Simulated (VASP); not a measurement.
# LiH4BrO2: single point with PBE

LiH4BrO2:

```
Br Li O H
1.0
     5.31682    0.00000    0.00000
     2.65433    5.84249    0.00000
     0.88947    2.72389    5.75198
Br Li O H
2 2 4 8
Cartesian
  1.8895 1.3483 1.3415
  6.9711 7.2181 4.4105
  3.0758 3.5241 2.7782
  5.7848 5.0423 2.9738
  7.4101 4.9999 1.6974
  1.4505 3.5665 4.0546
  4.7949 3.6022 1.6761
  4.0657 4.9642 4.0759
  7.7735 5.8952 1.8123
  1.0871 2.6712 3.9397
  5.5515 2.9931 1.7343
  3.3091 5.5733 4.0177
  4.8783 4.0151 0.7990
  3.9823 4.5512 4.9530
  7.3241 4.9003 0.7333
  1.5365 3.6661 5.0187
```

The cell was built by a generator and needn't be a form met in nature.

```yaml
Program: VASP 6.6.1
Task: single point
Functional: PBE
Potentials_or_basis: VASP PAW PBE potentials, release 64 (Br, Li_sv, O, H)
Cutoff: 520 eV
k_mesh: 4 × 4 × 3, shifted
Occupations: fermi-dirac, width 0.1 eV
Spin: no spin polarisation
```

```json
{"Largest force": "0.801 eV/Å", "Band gap on the k mesh": "4.54 eV, direct"}
```

Forces in eV/Å, atoms in the order of the input:
```
Br  -0.069  0.110  0.041
Br   0.069 -0.110 -0.041
Li   0.299  0.010 -0.060
Li  -0.299 -0.010  0.060
O   -0.094 -0.200  0.541
O    0.094  0.200 -0.541
O   -0.428  0.423  0.527
O    0.428 -0.423 -0.527
H    0.451  0.462  0.016
H   -0.451 -0.462 -0.016
H    0.315 -0.694 -0.246
H   -0.315  0.694  0.246
H    0.078  0.099 -0.495
H   -0.078 -0.099  0.495
H   -0.369 -0.238 -0.562
H    0.369  0.238  0.562
```

Levels at points of the mesh, in eV from the valence-band top:
| k point | band 24 | band 25 | band 26 | band 27 | band 28 | band 29 |
| --- | --- | --- | --- | --- | --- | --- |
| (0.12, 0.12, 0.00) | -0.36 | -0.17 | 0.00 | 4.54 | 6.81 | 7.37 |

Run time: 4.6 min on 1 thread of Intel(R) Xeon(R) 6975P-C (Granite Rapids), with other jobs on the host, peak memory 0.36 GiB.

 Expect the measured gap to be larger: semilocal functionals such as PBE lack the derivative discontinuity.
